## A p level below its own s level?

The row Si1_p looks wrong. It places the filled p states of silicon at −7.64 eV, slightly deeper than the filled s states of the same atom at −7.39 eV. In a free silicon or carbon atom the valence s level lies well below the p level, because an s electron comes closer to the nucleus, where the inner electrons screen its charge less. Carbon in the same crystal keeps that order, with its s states about 3 eV below its p states.

PBE calculation of SiC4 (space group Im-3m) without spin polarisation, using VASP 6.6.1, its recommended PAW PBE potentials and a 520 eV plane-wave cutoff. The projected states use the tetrahedron method on an 18×18×18 k mesh, at a fixed density from a 12×12×12 mesh. They are counted from −12 eV up to the Fermi energy, which is the zero of energy.

| projection name | projection electrons (e) | projection band centre (eV) |
| --- | --- | --- |
| Si1_p | 0.760 | -7.640 |
| C2_p | 1.230 | -4.320 |
| C3_p | 1.230 | -4.320 |
| C4_p | 1.230 | -4.320 |
| C5_p | 1.230 | -4.320 |
| Si1_s | 0.220 | -7.390 |
| C2_s | 0.570 | -7.400 |
| C3_s | 0.570 | -7.400 |
| C4_s | 0.570 | -7.400 |
| C5_s | 0.570 | -7.400 |

Each row collects the charge near one atom that has the shape of an s or a p orbital. The projection electrons count that charge, and the projection band centre is its mean energy, measured from the Fermi energy, the level up to which states are filled. The four carbon atoms are equivalent by symmetry, so their rows repeat one result for s and one for p. In this calculation, which leaves out spin polarisation, the crystal is a metal. Silicon sits in a cube of eight carbons and each carbon lies midway between two silicons, so this is not the tetrahedral bonding of ordinary silicon carbide. The structure is an invented one, and nothing here shows that it could exist.

The electron density comes from a first step with Gaussian smearing. The projected states come from a second step at that fixed density, which used the tetrahedron method on a denser k mesh.

### What the window hides

Only states down to 12 eV below the Fermi energy are counted. The filled band reaches deeper than that. A gas of free electrons with the density of this crystal would fill a band about 22 eV wide, which is a rough figure but suggests that the floor cuts well into the band.

The size of the cut follows from the charge that the same calculation finds near each atom when all valence states are counted. Silicon s loses about 65% of its charge to the floor and carbon s about 40%. Silicon p loses about 24%, and carbon p only 4%. The four centres therefore describe very different fractions of what they seem to describe.

A simple limit shows why s suffers most. Near the bottom of a band the electron wave is long and almost the same on all sides of an atom, which is the shape of an s orbital. A p orbital changes sign across the nucleus, so it needs a wave that differs from one side to the other, and such a wave has more kinetic energy. At the very bottom this becomes a strict rule: the lowest state has the full symmetry of the crystal, every atom here is a centre of inversion, and so no p character is allowed on any of them.

### Putting the lost charge back

Let $f$ be the fraction of a row's charge that lies inside the window, $\varepsilon_\mathrm{w}$ its centre there, and $\varepsilon_\mathrm{d}$ the mean energy of the charge below the floor. The full centre is the weighted mean

$$\varepsilon = f\,\varepsilon_\mathrm{w} + (1-f)\,\varepsilon_\mathrm{d}.$$

When $f$ is close to one, the window centre is the true centre. When $f$ is small, the window centre describes only the top of the distribution and must lie between the floor and the Fermi energy, however deep the orbital really is. Carbon p is near the first limit, and silicon s is well on the way to the second.

The lost charge lies at −12 eV or deeper, so setting $\varepsilon_\mathrm{d}$ to −12 eV gives the highest full centre that a row can have. For silicon s the fraction inside is $0.220/0.627 = 0.35$, where 0.627 is the full s charge near silicon. This gives

$$\varepsilon \approx 0.35\times(-7.39) + 0.65\times(-12) \approx -10.4\ \text{eV}.$$

The same step moves silicon p only to about −8.7 eV. The s states now lie 1.7 eV below the p states, and the familiar order is back.

This result assumes that the lost s and p charges lie at the same depth. To keep the odd order, the lost p charge would have to average about −19 eV even if all the lost s charge sat right at the floor. The argument from long waves points the other way, since s character gathers at the bottom of the band and p character higher up. The inversion in the table is thus best read as a product of the window and not as an order of levels.

The same caution applies to the s rows of silicon and carbon, whose centres agree to 0.01 eV. Such a match could be taken for a sign of strong mixing between the two atoms. It describes only the upper part of both distributions, and it opens to about 1 eV when the lost charge is put back at the floor.

### The break that remains

A second oddity is easier to overlook because it lies between two atoms. Carbon holds its electrons more tightly than silicon, so its p level should be the deeper one. The table has the reverse: silicon p lies 3.3 eV below carbon p.

Free atoms provide a smooth pattern against which to size this. In calculations with functionals such as PBE, their p levels lie at very roughly −4 eV in silicon and −5 eV in carbon, and their s levels at −11 and −14 eV; these are rough recalled values. All four are moved together by one shift, chosen so that carbon p agrees with the table, which makes that row the anchor and no test. Silicon p should then lie near −3 eV, and its window centre is more than 4 eV too deep.

Restoring the lost charge makes this break larger. It can lessen the misfit of the s rows, but no single depth brings both onto the pattern. Silicon s comes within half an electronvolt of it with its lost charge at the floor, and deeper charge carries it further below. Carbon s is then still several electronvolts too high. It reaches the pattern only if nearly all its lost charge lies close to the free-electron bottom, which is unlikely for charge spread over a band. The printed analysis gives both placements for every row.

The window cannot be blamed for the low silicon p states. Take the least favourable case, with the lost silicon p charge as high as possible and the lost carbon p charge at the free-electron bottom. Silicon p still lies about 3.6 eV below carbon p. The free-electron bottom is only an estimate, but carbon p has so little charge below the floor that its centre hardly depends on it.

### Why filled silicon p lies so low

The likely cause is that the centre of the filled states is not the energy of the orbital. Consider a silicon p orbital that lies above a carbon orbital and begins to mix with it. Without mixing, the carbon state is filled, the silicon state is empty, and there is no filled silicon p charge at all. With weak mixing, the lower state is still mostly carbon but carries a little silicon p, and this little is counted at the energy of the lower state. The upper state, mostly silicon, stays empty and does not enter the average. Mixing in the crystal need not be weak, since silicon p holds more than half as much charge in the table as the p states of one carbon, but the average still leaves out all empty states.

In the crystal the lower states are those in which silicon and carbon waves add in phase between the atoms, which is what makes them bonding. Filled silicon p character is therefore drawn towards the deeper part of the band. Carbon p also takes part in these states, but it can fill others near the Fermi energy that contain little silicon, and these raise its average. The losses to the window agree with this picture, since silicon p has a far larger share of its charge below the floor than carbon p. The charge lost near carbon is mostly s, so the deepest silicon p character has probably mixed mainly with carbon s.

This explanation is argued from general bonding theory, and the projection leaves one ambiguity. The tail of a carbon orbital that reaches into the region around silicon can look like silicon p there, and it would be counted at the same low energy. The numbers do not separate true mixing from such tails. Either way, the row tells at what energies the filled states put p-shaped charge near silicon, and not what energy a silicon p orbital has.

The counts need similar care. Even with all valence states included, almost half of the valence electrons are not assigned to an s or p orbital of any atom, so 0.76 electrons in silicon p is neither a valence nor an ionic charge.

For a related compound, the first step is to compare the charge inside the window with the full charge of the same orbital. If much is lost, as in the s rows here, the centre can't be read as the mean energy of all the filled states of that orbital.

Printed output of the fit:

```
Window loss and centres in eV from the Fermi energy:
    row  missing percent  centre if missing at floor  centre if missing at free-electron bottom  shifted atomic level  window centre less model  floor centre less model
  Si1_p            23.62                       -8.67                                      -11.1                 -3.22                     -4.42                    -5.45
   C2_p             4.28                      -4.649                                     -5.088                 -4.32                 8.882e-16                  -0.3287
   C3_p             4.28                      -4.649                                     -5.088                 -4.32                 8.882e-16                  -0.3287
   C4_p             4.28                      -4.649                                     -5.088                 -4.32                 8.882e-16                  -0.3287
   C5_p             4.28                      -4.649                                     -5.088                 -4.32                 8.882e-16                  -0.3287
  Si1_s            64.91                      -10.38                                     -17.05                -10.02                      2.63                  -0.3625
   C2_s            39.94                      -9.237                                     -13.34                -13.02                      5.62                    3.783
   C3_s            39.94                      -9.237                                     -13.34                -13.02                      5.62                    3.783
   C4_s            39.94                      -9.237                                     -13.34                -13.02                      5.62                    3.783
   C5_s            39.94                      -9.237                                     -13.34                -13.02                      5.62                    3.783
Free-electron band width, rough (eV): 22.27
Projected charge in the window, all rows (e): 8.18
Projected charge in the full spheres (e): 10.56
Share of the 20 valence electrons outside the full sphere counts (percent): 47.21
Si p less Si s, window centres (eV): -0.25
Si p less Si s, missing charge of both at the floor (eV): 1.713
Common depth of missing charge below which Si s is the deeper (eV): -7.852
Depth that missing Si p needs to match Si s whose missing part is at the floor (eV): -19.25
Si s less C s, window centres (eV): 0.01
Si s less C s, missing charge of both at the floor (eV): -1.145
C p less C s, window centres (eV): 3.08
Si p less C p, window centres (eV): -3.32
Si p less C p, missing charge of both at the floor (eV): -4.021
Si p less C p, least favourable case with Si p at floor and C p at free-electron bottom (eV): -3.581
Depth that missing C p needs to pull C p down to Si p (eV): -105.9
```
